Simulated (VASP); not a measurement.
# Ba2Tl5V3O12 (P1) in VASP: notebook, part 2 of 2

VASP 6.6.1. Earlier steps stand in the parts before.

### 3 Electron localisation function, PBE, collinear spin, ferromagnetic start

Contents of INCAR:

```
SYSTEM = Ba2Tl5V3O12
  PREC = Accurate
  ENCUT = 520
  EDIFF = 1E-6
  ISMEAR = -1
  SIGMA = 0.05
  LREAL = .False.
  LASPH = .True.
  NELM = 100
  ALGO = Normal
  ISIF = 2
  LWAVE = .False.
  LCHARG = .True.
  ISPIN = 2
  MAGMOM = 0 0 2 2 2 0 0 0 0 0 0 0 0 0 0 0 0 0 0 0 0 0
  LORBIT = 11
  LMAXMIX = 4
  GGA = PE
  LELF = .True.
```

Contents of KPOINTS:

```
regular mesh
0
Gamma
  5 5 2
  0 0 0
```

Contents of POSCAR:

```
Ba2Tl5V3O12
1.0
    6.0437000000      0.0954900000     -0.4538500000
   -2.5758800000      5.5423000000      0.0296100000
   -1.2131500000     -2.0613200000     13.9219600000
Ba V Tl O
2 3 5 12
Direct
    0.8825100000      0.0156100000      0.4732000000
    0.5788600000      0.7968800000      0.8892200000
    0.2693600000      0.1058000000      0.9846800000
    0.1162900000      0.5582000000      0.3391400000
    0.6080700000      0.3069600000      0.6655200000
    0.4836100000      0.2899100000      0.3837300000
    0.0831100000      0.0748500000      0.7486900000
    0.7727900000      0.8939800000      0.1771900000
    0.2979100000      0.6659900000      0.6010700000
    0.9720100000      0.4663600000      0.0474000000
    0.0245800000      0.0564700000      0.0435400000
    0.1636900000      0.8697500000      0.8875400000
    0.3358500000      0.3728900000      0.9381800000
    0.5330800000      0.1024200000      0.0489200000
    0.4267400000      0.6776200000      0.4006300000
    0.9519700000      0.6420200000      0.4121100000
    0.0069600000      0.2404100000      0.3256500000
    0.0837300000      0.6486500000      0.2303200000
    0.8589000000      0.3321400000      0.6165200000
    0.6367300000      0.5816300000      0.7239000000
    0.5634300000      0.0992000000      0.7442300000
    0.3498400000      0.2022600000      0.5686200000
```

Potentials or basis: VASP PAW PBE potentials, release 64 (Ba_sv, V_sv, Tl_d, O).

On the command line:

```bash
$ cat potpaw_PBE.64/Ba_sv/POTCAR potpaw_PBE.64/V_sv/POTCAR potpaw_PBE.64/Tl_d/POTCAR potpaw_PBE.64/O/POTCAR > POTCAR
$ mpirun -np 4 vasp_std > vasp.out
```

OUTCAR:

```text
SYSTEM = Ba2Tl5V3O12
   PREC = Accurate
   ENCUT = 520
   EDIFF = 1E-6
   ISMEAR = -1
   LREAL = .False.
   LASPH = .True.
   NELM = 100
   ISIF = 2
   ISPIN = 2
   LORBIT = 11
   GGA = PE

 ion  position               nearest neighbor table
   1  0.883  0.016  0.473-  16 2.58  17 2.64  22 2.65  15 2.65  19 2.73   6 3.60   9 3.81   6 3.82
                             7 3.82   6 4.05   8 4.08   9 4.12   9 4.22
   2  0.579  0.797  0.889-  13 2.63  20 2.72  12 2.72  21 2.90  14 2.92  11 2.92   3 3.48   3 3.77
                             7 3.81   8 3.97  10 4.01   9 4.02  10 4.22   7 4.26   7 4.32
   3  0.269  0.106  0.985-  14 1.71  12 1.73  13 1.73  11 1.75   7 3.30   2 3.48  10 3.50   2 3.77
[... 5717 lines left out ...]
  in kB        5.5898840      5.4963427      5.2296754     -0.1094310      0.2819668     -0.5190474
  external PRESSURE =       5.4386340 kB  Pullay stress =       0.0000000 kB

 VOLUME and BASIS-vectors are now :
 -----------------------------------------------------------------------------
  energy-cutoff  :      520.00
  volume of cell :      464.66
      direct lattice vectors                 reciprocal lattice vectors
     6.043700000  0.095490000 -0.453850000     0.166188117  0.077100451  0.025897202
    -2.575880000  5.542300000  0.029610000    -0.000847672  0.179894629  0.026561780
    -1.213150000 -2.061320000 13.921960000     0.005419465  0.002130832  0.072616711

 POSITION                                       TOTAL-FORCE (eV/Angst)
 -----------------------------------------------------------------------------------
      4.71935     -0.80463      6.18781        -0.073943      0.039167      0.034279
      0.36703      2.63886     12.14057         0.065561      0.051226      0.001375
      0.16084     -1.41764     13.58956        -0.032055      0.018809      0.034285
     -1.14646      2.40574      4.68524         0.025002     -0.019704      0.042994
      2.07692      0.38748      8.99846        -0.002202      0.016874     -0.011103
      1.71050      0.86196      5.13137         0.000591      0.000780     -0.003651
     -0.59879     -1.12051     10.38773        -0.002415      0.001551     -0.000814
      2.15277      4.66325      2.14257         0.002035      0.001670     -0.002160
     -0.64422      2.48057      8.25259        -0.000497      0.002689      0.004736
      4.61575      2.57982      0.23256        -0.000145      0.003204      0.004959
     -0.04973      0.22557      0.59668        -0.092904     -0.023886      0.090707
     -2.32780      3.00654     12.30776        -0.058461     -0.089651     -0.109017
     -0.06890      0.16485     12.91992        -0.034673      0.033629     -0.028421
      2.89861      0.51771      0.44216         0.131422      0.007486      0.104747
      0.34760      2.97050      5.40394         0.0396
```

OSZICAR:

```text
N       E                     dE             d eps       ncg     rms          rms(c)
DAV:   1     0.183229352632E+04    0.18323E+04   -0.10522E+05 13528   0.155E+03
[... 15 lines left out ...]
DAV:  17    -0.145768338865E+03    0.92552E-04   -0.11146E-03 16136   0.126E-01    0.192E-01
DAV:  18    -0.145768169469E+03    0.16940E-03   -0.38826E-04 15928   0.985E-02    0.609E-02
DAV:  19    -0.145768180661E+03   -0.11192E-04   -0.18904E-04 16520   0.680E-02    0.494E-02
DAV:  20    -0.145768194499E+03   -0.13839E-04   -0.45348E-05 13984   0.230E-02    0.227E-02
DAV:  21    -0.145768203403E+03   -0.89041E-05   -0.13553E-05 12480   0.115E-02    0.260E-02
DAV:  22    -0.145768199735E+03    0.36682E-05   -0.11002E-05 14832   0.180E-02    0.389E-03
DAV:  23    -0.145768199591E+03    0.14393E-06   -0.12725E-06  9544   0.398E-03
   1 F= -.14576820E+03 E0= -.14576820E+03  d E =-.380486E-10  mag=     0.0003
```

It took 47 min on 4 MPI ranks of AMD EPYC 7R13 (Zen 3), shared host; peak memory 0.73 GiB.

Results:

| Property | Result |
| --- | --- |
| Free energy | -145.7682 eV |
| Pressure | 0.5 GPa |
| Largest force | 0.198 eV/Å |
| Band gap on the k mesh | 3.02 eV, indirect (least direct gap 3.03 eV) |
| Net moment | 0.00 μB per cell |
| Valence electrons inside the program's atomic spheres | Ba 7.91, 7.85; V 12.12, 12.11, 12.07; Tl 11.13, 11.10, 11.12, 11.11; O 4.97, 4.99, 4.98, 5.00 |

Forces in eV/Å, atoms in the order of the input:
```
Ba  -0.074  0.039  0.034
Ba   0.066  0.051  0.001
V   -0.032  0.019  0.034
V    0.025 -0.020  0.043
V   -0.002  0.017 -0.011
Tl   0.001  0.001 -0.004
Tl  -0.002  0.002 -0.001
Tl   0.002  0.002 -0.002
Tl   0.000  0.003  0.005
Tl   0.000  0.003  0.005
O   -0.093 -0.024  0.091
O   -0.058 -0.090 -0.109
O   -0.035  0.034 -0.028
O    0.131  0.007  0.105
O    0.040 -0.023  0.023
O   -0.035 -0.073  0.048
O    0.020 -0.079 -0.076
O   -0.035  0.082 -0.177
O    0.100  0.058 -0.012
O   -0.021  0.092  0.001
O    0.006 -0.100  0.079
O   -0.002 -0.002 -0.049
```

Caveat: spin-orbit coupling is left out, which as a rule narrows the gap of such compounds by several tenths of an eV; an odd mesh through Γ misses points on the zone boundary, where band edges often lie.
